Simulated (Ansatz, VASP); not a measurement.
# Cross-check of ReRh (Re-Rh-Rh-Re stack, (111) layers) between VASP and Ansatz, part 3 of 3

Aim: how closely do two programs agree when they are given the same cell, functional and k mesh? The cell is taken from a series of runs on this material, whose earlier steps may have relaxed, scaled, displaced or heated it; both programs get it as it stands.

VASP 6.6.1 and Ansatz 0.2.0.

So far: The starting structure; Ansatz: zone-centre phonons, LDA; VASP: zone-centre phonons, LDA.

## 3. VASP: zone-centre phonons, LDA (continued)

Level of this step: LDA; plane waves and PAW (Re, Rh_pv) (VASP).

Numbers of over 12 decimals in the logs are rounded to 6 here.

OUTCAR, selected parts (step 3):

```text
ion  position               nearest neighbor table
   1  0.000  0.000  0.150-   3 2.60   3 2.60   3 2.60
   2  0.000  0.000  0.326-   4 2.60   4 2.60   4 2.60
   3  0.333  0.667  0.207-   1 2.60   1 2.60   1 2.60   4 2.76   4 2.76   4 2.76
   4  0.667  0.333  0.269-   2 2.60   2 2.60   2 2.60   3 2.76   3 2.76   3 2.76

  LATTYP: Found a hexagonal cell.
 ALAT       =     2.6465532315
 C/A-ratio  =    13.9666882524

 Subroutine GETGRP returns: Found 12 space group operations
 (whereof  6 operations were pure point group operations)

The static configuration has the point symmetry C_3v.
 The point group associated with its full space group is D_3d.

 Found     10 irreducible k-points:

   k-points           NKPTS =     10   k-points in BZ     NKDIM =     10   number of bands    NBANDS=     28

   dimension x,y,z NGX =    24 NGY =   24 NGZ =  300
   dimension x,y,z NGXF=    48 NGYF=   48 NGZF=  600

   ENCUT  =  600.0 eV  44.10 Ry    6.64 a.u.   5.29  5.29 73.83*2*pi/ulx,y,z

   NELECT =      44.0000    total number of electrons

 k-points in reciprocal lattice and weights: Automatic mesh
   0.00000000  0.00000000  0.00000000       0.016
   0.12500000 -0.00000000  0.00000000       0.094
   0.25000000 -0.00000000  0.00000000       0.094
   0.37500000  0.00000000  0.00000000       0.094
   0.50000000 -0.00000000  0.00000000       0.047
   0.12500000  0.12500000  0.00000000       0.094
   0.25000000  0.12500000  0.00000000       0.188
   0.37500000  0.12500000  0.00000000       0.188
   0.25000000  0.25000000  0.00000000       0.094
   0.37500000  0.25000000  0.00000000       0.094

 average (electrostatic) potential at core
       1 -49.4131       2 -49.4131       3 -84.7005       4 -84.7005

  Total        0.2753261      0.2753261      0.2804685     -0.0000000     -0.0000000      0.0000000
  in kB        1.9673970      1.9673970      2.0041433     -0.0000000     -0.0000000      0.0000000
  external PRESSURE =       1.9796458 kB  Pullay stress =       0.0000000 kB

  energy-cutoff  :      600.00
  volume of cell :      224.22
      direct lattice vectors                 reciprocal lattice vectors
     2.646553231 -0.000002843  0.000000000     0.377850182  0.218151363  0.000000000
    -1.323274153  2.291983753  0.000000000     0.000000469  0.436303538  0.000000000
     0.000000000  0.000000000 36.963583928     0.000000000  0.000000000  0.027053654

 POSITION                                       TOTAL-FORCE (eV/Angst)
 -----------------------------------------------------------------------------------
      0.00000      0.00000      5.53608        -0.000000      0.000000     -0.101984
      0.00000      0.00000     12.04571        -0.000000      0.000000      0.101984
      0.00000      1.52799      7.64132        -0.000000     -0.000000      0.147689
      1.32328      0.76399      9.94047         0.000000      0.000000     -0.147689
 -----------------------------------------------------------------------------------
    total drift:                               -0.000000     -0.000000      0.000013

 Eigenvectors and eigenvalues of the dynamical matrix
 ----------------------------------------------------

   1 f  =    7.125417 THz    44.770317 2PiTHz  237.678334 cm-1    29.468344 meV
             X         Y         Z           dx          dy          dz
      0.000000  0.000000  5.536083     0.000000    0.000000    0.267628
      0.000000  0.000000 12.045707     0.000000    0.000000   -0.267628
      0.000002  1.527988  7.641320     0.000000    0.000000   -0.654504
      1.323277  0.763993  9.940470    -0.000000   -0.000000    0.654504

   2 f  =    6.080003 THz    38.201788 2PiTHz  202.807086 cm-1    25.144863 meV
             X         Y         Z           dx          dy          dz
      0.000000  0.000000  5.536083    -0.000000    0.000000    0.421906
      0.000000  0.000000 12.045707     0.000000    0.000000    0.421906
      0.000002  1.527988  7.641320     0.000000    0.000000   -0.567446
      1.323277  0.763993  9.940470    -0.000000   -0.000000   -0.567446

   3 f  =    3.805748 THz    23.912220 2PiTHz  126.946091 cm-1    15.739302 meV
             X         Y         Z           dx          dy          dz
      0.000000  0.000000  5.536083    -0.219480    0.257344   -0.000000
      0.000000  0.000000 12.045707     0.219480   -0.257344    0.000000
      0.000002  1.527988  7.641320     0.402956   -0.472472    0.000000
      1.323277  0.763993  9.940470    -0.402956    0.472472    0.000000

   4 f  =    3.805748 THz    23.912220 2PiTHz  126.946091 cm-1    15.739302 meV
             X         Y         Z           dx          dy          dz
      0.000000  0.000000  5.536083    -0.257344   -0.219480    0.000000
      0.000000  0.000000 12.045707     0.257344    0.219480   -0.000000
      0.000002  1.527988  7.641320     0.472472    0.402956    0.000000
      1.323277  0.763993  9.940470    -0.472472   -0.402956    0.000000

   5 f  =    3.558716 THz    22.360070 2PiTHz  118.705980 cm-1    14.717659 meV
             X         Y         Z           dx          dy          dz
      0.000000  0.000000  5.536083     0.272343   -0.319322   -0.000000
      0.000000  0.000000 12.045707     0.272343   -0.319322    0.000000
      0.000002  1.527988  7.641320    -0.369293    0.432996    0.000000
      1.323277  0.763993  9.940470    -0.369293    0.432996    0.000000

   6 f  =    3.558716 THz    22.360070 2PiTHz  118.705980 cm-1    14.717659 meV
             X         Y         Z           dx          dy          dz
      0.000000  0.000000  5.536083     0.319322    0.272343    0.000000
      0.000000  0.000000 12.045707     0.319322    0.272343   -0.000000
      0.000002  1.527988  7.641320    -0.432996   -0.369293    0.000000
      1.323277  0.763993  9.940470    -0.432996   -0.369293    0.000000

   7 f  =    2.876888 THz    18.076018 2PiTHz   95.962642 cm-1    11.897846 meV
             X         Y         Z           dx          dy          dz
      0.000000  0.000000  5.536083    -0.000000    0.000000   -0.654504
      0.000000  0.000000 12.045707    -0.000000    0.000000    0.654504
      0.000002  1.527988  7.641320     0.000000   -0.000000   -0.267628
      1.323277  0.763993  9.940470     0.000000   -0.000000    0.267628

   8 f  =    1.366661 THz     8.586986 2PiTHz   45.586910 cm-1     5.652054 meV
             X         Y         Z           dx          dy          dz
      0.000000  0.000000  5.536083     0.402970   -0.472459    0.000000
      0.000000  0.000000 12.045707    -0.402970    0.472459    0.000000
      0.000002  1.527988  7.641320     0.219488   -0.257337    0.000000
      1.323277  0.763993  9.940470    -0.219488    0.257337    0.000000

   9 f  =    1.366661 THz     8.586986 2PiTHz   45.586910 cm-1     5.652054 meV
             X         Y         Z           dx          dy          dz
      0.000000  0.000000  5.536083    -0.472459   -0.402970   -0.000000
      0.000000  0.000000 12.045707     0.472459    0.402970   -0.000000
      0.000002  1.527988  7.641320    -0.257337   -0.219488   -0.000000
      1.323277  0.763993  9.940470     0.257337    0.219488   -0.000000

  10 f/i=    0.000457 THz     0.002872 2PiTHz    0.015246 cm-1     0.001890 meV
             X         Y         Z           dx          dy          dz
      0.000000  0.000000  5.536083     0.000000   -0.000000   -0.567446
      0.000000  0.000000 12.045707     0.000000   -0.000000   -0.567446
      0.000002  1.527988  7.641320     0.000000   -0.000000   -0.421906
      1.323277  0.763993  9.940470     0.000000   -0.000000   -0.421906

  11 f/i=    0.013627 THz     0.085620 2PiTHz    0.454543 cm-1     0.056356 meV
             X         Y         Z           dx          dy          dz
      0.000000  0.000000  5.536083     0.564955    0.068470    0.000000
      0.000000  0.000000 12.045707     0.564955    0.068470    0.000000
      0.000002  1.527988  7.641320     0.416638    0.050495    0.000000
      1.323277  0.763993  9.940470     0.416638    0.050495    0.000000

  12 f/i=    0.013627 THz     0.085620 2PiTHz    0.454543 cm-1     0.056356 meV
             X         Y         Z           dx          dy          dz
      0.000000  0.000000  5.536083     0.068470   -0.564955    0.000000
      0.000000  0.000000 12.045707     0.068470   -0.564955    0.000000
      0.000002  1.527988  7.641320     0.050495   -0.416638    0.000000
      1.323277  0.763993  9.940470     0.050495   -0.416638    0.000000

 ELASTIC MODULI CONTR FROM IONIC RELAXATION (kBar)
 Direction    XX          YY          ZZ          XY          YZ          ZX
 --------------------------------------------------------------------------------
 XX        -327.6283   -183.8307   -489.9638      0.0000    126.8907      0.0004
 YY        -183.8307   -327.6283   -489.9638      0.0000   -126.8907     -0.0004
 ZZ        -489.9638   -489.9638  -1103.4205      0.0000     -0.0000      0.0000
 XY           0.0000      0.0000      0.0000    -71.8988     -0.0004    111.1290
 YZ         126.8907   -126.8907     -0.0000     -0.0004   -302.9296      0.0000
 ZX           0.0004     -0.0004      0.0000    111.1290      0.0000   -203.0345
 --------------------------------------------------------------------------------
```

The data set Re keeps the semicore shell frozen, which is cheaper and a little less accurate.

## 4. Comparison

Known differences besides the potentials themselves: Ansatz cuts the interaction across the vacuum, VASP repeats the sheet without a dipole correction; VASP's run holds the zone centre alone; the data sets hold 64 valence electrons in Ansatz (on its PAW soft_1 files) and 44 in VASP; the cutoff is 420 eV in Ansatz and 600 eV in VASP; VASP's log shows a relativistic correction to its local exchange, Ansatz's none. Total energies have different zeros and are not compared.

The two programs side by side:

| quantity | Ansatz | VASP | difference |
| --- | --- | --- | --- |
| optical mode 1 to 2 (cm⁻¹) | 45.3 | 45.6 | -0.3 |
| optical mode 3 (cm⁻¹) | 95.5 | 96.0 | -0.52 % |
| optical mode 4 to 5 (cm⁻¹) | 116.8 | 118.7 | -1.57 % |
| optical mode 6 to 7 (cm⁻¹) | 125.1 | 126.9 | -1.49 % |
| optical mode 8 (cm⁻¹) | 198.6 | 202.8 | -2.09 % |
| optical mode 9 (cm⁻¹) | 235.2 | 237.7 | -1.02 % |

Modes are paired by rising frequency, not by their patterns, so a pair may set unlike modes beside each other; they are those without the splitting of longitudinal modes. Where the cell holds vacuum, a pressure given here is an average over it and none of the material.

## 5. Outcome

```yaml
r_m_s_difference_of_the_optical_zone_centre_modes_each_program_s_sorted_by_frequency_zone_centre_phonons_lda: 2.1 cm⁻¹
difference_in_optical_mode_8_zone_centre_phonons_lda: -2.1 %
```

What this shows: The r.m.s. difference of the optical zone-centre modes, each program's sorted by frequency is 2.1 cm⁻¹ (zone-centre phonons, LDA). The data sets hold unlike numbers of valence electrons (64 in Ansatz and 44 in VASP), so part of the differences may come from the potentials. Among the rows given in per cent, the largest difference of the zone-centre phonons, LDA pair is in optical mode 8, -2.1 %. Such differences can come from data sets, numerical settings and the points named under the comparisons, not from the functional's error against experiment.

[Lines on the potential files, build, host, timing and source positions are cut from VASP's logs without a mark.]

[Logs are printed without paths, hosts, clocks, repeated set-up lines and the standing remarks that a program may print on its own settings, such as how far it seeks lower states.]

[Hosts, paths, dates, database ids (printed as entryN), source tags and the programs' standing remarks are cut or masked in the printed files.]
